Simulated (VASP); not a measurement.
An input for Quantum ESPRESSO's pw.x (written as the equivalent of a VASP run, and not itself run):

```
&CONTROL
  calculation = 'vc-relax'
  pseudo_dir = './pseudo'
  outdir = './out'
  tprnfor = .true.
  tstress = .true.
  nstep = 50
  forc_conv_thr = 0.00039
/
&SYSTEM
  ibrav = 0
  nat = 1
  ntyp = 1
  ecutwfc = 82
  occupations = 'smearing'
  smearing = 'gaussian'
  degauss = 0.01999
  input_dft = 'pbe'
/
&ELECTRONS
  conv_thr = 7.3e-08
  electron_maxstep = 100
/
&IONS
/
&CELL
/
ATOMIC_SPECIES
  Ag 107.868 Ag.upf
CELL_PARAMETERS angstrom
     0.0000000    2.0607990    2.0607990
     2.0607990    0.0000000    2.0607990
     2.0607990    2.0607990    0.0000000
ATOMIC_POSITIONS crystal
  Ag   0.0000000  0.0000000  0.0000000
K_POINTS automatic
  9 9 9 0 0 0
```

Task: Translate this input to VASP (INCAR, KPOINTS, POSCAR, choice of POTCAR).

Result: Several could match; the one computed here: 
### POSCAR
```
Ag
1
    0.0000000000     2.0607990000     2.0607990000
    2.0607990000     0.0000000000     2.0607990000
    2.0607990000     2.0607990000     0.0000000000
Ag
1
Direct
  0.0000000000   0.0000000000   0.0000000000
```

**INCAR**
```
! general
SYSTEM   =  Ag
PREC     =  Accurate
ENCUT    =  300   ! plane-wave cut-off (eV)
LREAL    =  .FALSE.
LASPH    =  .TRUE.   ! aspherical one-centre terms

! electronic loop
EDIFF    =  1E-6   ! SCF stop (eV)
NELM     =  100
ALGO     =  Normal
LMAXMIX  =  4   ! l cut-off of mixed one-centre charges

! smearing
ISMEAR   =  0   ! Gaussian
SIGMA    =  0.272

! functional
GGA      =  PE   ! PBE

! ions
IBRION   =  2
NSW      =  50   ! most ionic steps
ISIF     =  3
EDIFFG   =  -0.01   ! ionic stop

! output
LWAVE    =  .FALSE.
LCHARG   =  .FALSE.
```

**KPOINTS**
```
Automatic
0
gamma
 9 9 9
```

POTCAR, in this order: Ag (PBE.64 set). Program: vasp_std.

The two are equivalent in intent, not identical: the potentials are each code's own (VASP's PAW set, PseudoDojo norm-conserving files in pw.x), so ENCUT and ecutwfc are chosen apart and not converted; conv_thr bounds pw.x's estimated SCF error, while EDIFF bounds the energy change between steps; forc_conv_thr acts on force components and is met together with etot_conv_thr.

The structure comes from a computed database's Ag entry; how it stands against other phases isn't given here. This run relaxes it. Symmetry was kept, so distortions that lower it aren't found. The run is one of a series of settings (EDIFFG = -0.01, IBRION = 2, ISIF = 3, NSW = 50 against the base run), some of them coarse on purpose.
